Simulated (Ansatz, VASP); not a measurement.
Two plane-wave programs on Ga2SiS

```
Ga Si S
1.0
     3.76033    0.00000    0.00000
    -1.88016    3.25654    0.00000
     0.00000    0.00000    6.59267
Ga Si S
2 1 1
Direct
  0.00000 0.00000 0.72259
  0.00000 0.00000 0.27741
  0.00000 0.00000 0.00000
  0.00000 0.00000 0.50000
```

Alike in both runs: task single point; functional PBE; k mesh 6 × 6 × 4; occupations gaussian, width 0.1 eV; no spin polarisation.

|  | VASP | Ansatz |
| --- | --- | --- |
| version | VASP 6.6.1 | Ansatz 0.2.0 |
| potentials or method | VASP PAW PBE potentials, release 64 (Ga_d, Si, S) | scalar-relativistic, plane waves, PAW |
| plane-wave cutoff (eV) | 520 | 420 |
| valence electrons in the cell | 36 | 36 |

Ansatz gave:

```
gap on the k mesh at the Fermi level (eV) : none
rms of the force components (eV/Å)        : 16.072
```

Q: Estimate VASP's values.

A: gap on the k mesh at the Fermi level (eV): none; rms of the force components (eV/Å): 17.317.

Atom by atom the forces differ by 1.244 eV/Å (rms over components). A gap of «none» marks a metal or a gap that the smearing closes.

Caveats: forces of over 1 eV/Å show positions far from the minimum, so gaps and moduli don't describe the material at rest.
